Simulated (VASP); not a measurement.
Here is a VASP 6.6.1 calculation.

INCAR

```
SYSTEM = C
  ALGO = Normal
  EDIFF = 1E-7
  ENCUT = 400
  GGA = PE
  ISIF = 2
  ISMEAR = 0
  LASPH = .True.
  LCHARG = .False.
  LREAL = .False.
  LWAVE = .False.
  NELM = 100
  PREC = Accurate
  SIGMA = 0.02
```

KPOINTS

```
k-points
0
Gamma
  10 10 10
  0 0 0
```

File POSCAR:

```
C
1.0
    0.0000000000      1.7833700000      1.7833700000
    1.7833700000      0.0000000000      1.7833700000
    1.7833700000      1.7833700000      0.0000000000
C
2
Direct
    0.0000000000      0.0000000000      0.0000000000
    0.2500000000      0.2500000000      0.2500000000
```

Potentials or basis: VASP PAW PBE potentials, release 64 (C).

Launch:

```sh
$ cat potpaw_PBE.64/C/POTCAR > POTCAR
$ mpirun -np 1 vasp_std > vasp.out
```

**Question.** Estimate the band gap on the k mesh.

**Answer.** 4.15 eV, indirect (least direct gap 5.59 eV).

 A hybrid or GW would open this gap; PBE tends to underestimate it.
